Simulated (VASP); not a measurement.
A convergence study with VASP on CeO₂ (fluorite): one setting is varied, all else stays as given below, so the limit is that of these other settings.

```
CeO2
1.0
    0.00000     2.70500     2.70500
    2.70500     0.00000     2.70500
    2.70500     2.70500     0.00000
Ce O
1 2
Direct
  0.00000   0.00000   0.00000
  0.25000   0.25000   0.25000
  0.75000   0.75000   0.75000
```

Method: PBE GGA, VASP's PBE PAW potentials (set 64) (plane waves; VASP 6.6.1). The tightest run used: 700 eV cut-off, 6×6×6 Γ-centred mesh, Gaussian smearing of 0.010 eV, potentials Ce O.

```csv
setting,mean ε∞,highest Γ mode (cm⁻¹),plane waves
ENCUT = 300,7.74,412.9,483
ENCUT = 400,7.79,440.5,745
ENCUT = 500,7.82,436.1,1018
```

These are the cheaper rows. Estimate the results at ENCUT = 700, and how far the last row shown lies from them.

```csv
quantity,tightest run,last row shown is off by
mean ε∞,7.81,0.00
highest Γ mode (cm⁻¹),435.9,0.3
```

Left out are rungs that failed or repeat a setting and relaxations that didn't move; long series are thinned to 24 rows.

The compound is CeO2 in the fluorite structure. The cell was not relaxed at this level. The run is not spin-polarised, so no magnetic state was tried.
